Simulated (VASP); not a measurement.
```
CELL_PARAMETERS angstrom
      1.85060    -3.20533     0.00000
      1.85060     3.20533     0.00000
      0.00000     0.00000     5.98750
ATOMIC_POSITIONS crystal
  Zr 0.00000 0.00000 0.00000
  S  0.33333 0.66667 0.24734
  S  0.66667 0.33333 0.75266
```

The numbers are results of PBEsol GGA, VASP's PBE PAW potentials (set 64) (plane waves; VASP 6.6.1), not measurements. Run with 520 eV cut-off, 8×8×5 Γ-centred mesh, Gaussian smearing of 0.050 eV, potentials Zr_sv S.

Without a dispersion term in the relaxation, distances and binding between the weakly bound layers, chains or molecules are unreliable, and so is what depends on them.

Question: The ions and cell shape at fixed volume are relaxed. What does this cell relax into?

Answer: 
```
CELL_PARAMETERS angstrom
      1.82105    -3.15414     0.00000
      1.82105     3.15414     0.00000
      0.00000     0.00000     6.18339
ATOMIC_POSITIONS crystal
  Zr 0.00000 0.00000 0.00000
  S  0.33333 0.66667 0.23436
  S  0.66667 0.33333 0.76564
```
Space group P-3m1 (164), at a tolerance of 0.03 Å.

Question: How much energy does the relaxation gain?

Answer: The energy (σ→0) changes by -19.4 meV/atom, in 7 ionic steps.

The compound is ZrS2 in the 1T layered structure. This cell is one point of a volume scan, at 1.06 of the reference volume. Symmetry was kept, so distortions that lower it aren't found.
